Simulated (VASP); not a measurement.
OSZICAR of a VASP run on GeMo (relaxed from the CsCl structure, space group Pm-3m):

**OSZICAR**
```
       N       E                     dE             d eps       ncg     rms          rms(c)
DAV:   1     0.166874883483E+03    0.16687E+03   -0.13322E+04  3388   0.332E+03
DAV:   2    -0.318218930814E+02   -0.19870E+03   -0.19508E+03  3096   0.558E+02
DAV:   3    -0.469014542695E+02   -0.15080E+02   -0.14691E+02  3614   0.120E+02
DAV:   4    -0.473012050695E+02   -0.39975E+00   -0.39486E+00  3452   0.177E+01
DAV:   5    -0.473082552003E+02   -0.70501E-02   -0.70722E-02  3462   0.237E+00    0.181E+01
DAV:   6    -0.395062053254E+02    0.78020E+01   -0.72346E+00  3044   0.240E+01    0.217E+00
DAV:   7    -0.395036587085E+02    0.25466E-02   -0.78773E-01  3220   0.718E+00    0.186E+00
DAV:   8    -0.395419674000E+02   -0.38309E-01   -0.14415E-01  3088   0.262E+00    0.802E-01
DAV:   9    -0.395607723648E+02   -0.18805E-01   -0.21783E-02  3340   0.155E+00    0.293E-01
DAV:  10    -0.395591738056E+02    0.15986E-02   -0.59638E-03  3146   0.659E-01    0.750E-02
DAV:  11    -0.395601845228E+02   -0.10107E-02   -0.17558E-03  3170   0.373E-01    0.324E-02
DAV:  12    -0.395602641219E+02   -0.79599E-04   -0.50619E-04  3100   0.201E-01    0.169E-02
DAV:  13    -0.395603880145E+02   -0.12389E-03   -0.43423E-05  3324   0.827E-02    0.512E-03
DAV:  14    -0.395604089771E+02   -0.20963E-04   -0.29515E-06  3170   0.162E-02    0.229E-03
DAV:  15    -0.395603953442E+02    0.13633E-04   -0.61739E-07  3038   0.678E-03    0.802E-04
DAV:  16    -0.395603942630E+02    0.10812E-05   -0.61569E-08  1686   0.286E-03    0.550E-04
DAV:  17    -0.395603954228E+02   -0.11599E-05   -0.15894E-08  1618   0.159E-03    0.260E-04
DAV:  18    -0.395603955357E+02   -0.11289E-06   -0.46123E-09  1600   0.736E-04    0.716E-05
DAV:  19    -0.395603948738E+02    0.66192E-06   -0.26203E-09  1588   0.642E-04    0.286E-05
DAV:  20    -0.395603948703E+02    0.35734E-08   -0.32703E-10  1582   0.261E-04
   1 F= -.39560395E+02 E0= -.39560395E+02  d E =0.000000E+00
       N       E                     dE             ncg
```

Q: Which electronic solver shows in the log?

A: It is blocked Davidson (ALGO = Normal, or the opening steps of other solvers). The INCAR had ALGO = Normal.

Q: Can the final energy be trusted as converged?

A: Self-consistency was reached. It stopped with EDIFF = 1E-7, NELM = 100 (r2SCAN meta-GGA, plane waves, VASP's PBE PAW potentials (set 64)).

The structure was generated: GeMo was put into the CsCl type (Pm-3m), which need not be its known phase. It was relaxed first, which changed the volume by -6 %.
